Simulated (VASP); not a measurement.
## Au (space group Fm-3m): computed properties

These are PBEsol GGA, VASP's PBE PAW potentials (set 64) (plane waves; VASP) values and carry that method's errors.

```yaml
space_group: Fm-3m (225)
cell: a = b = c = 4.0807 Å, α = β = γ = 90.00°
volume_per_atom: 16.99 Å^3/atom
band gap (over mesh and band path): none (metal, semimetal or under 0.01 eV)
hill_bulk_modulus: 178 GPa
hill_shear_modulus: 25.9 GPa
Poisson's ratio: 0.431
density: 19.25 g/cm³
C11: 199 GPa
C12: 167 GPa
C44: 35.8 GPa
```

```xyz
1
Lattice="0.0000 2.0404 2.0404 2.0404 0.0000 2.0404 2.0404 2.0404 0.0000" Properties=species:S:1:pos:R:3 pbc="T T T"
Au     0.0000     0.0000     0.0000
```

Finite-difference elastic constants of metals are sensitive to mesh and smearing; shear constants can be off by tens of GPa. Unless said otherwise, spin-orbit coupling is left out, though it shifts the bands of the heavy elements here.

The structure comes from a measured Au entry (Fm-3m) of the Crystallography Open Database, whose conditions weren't checked. It was relaxed first. Symmetry was kept, so distortions that lower it aren't found.
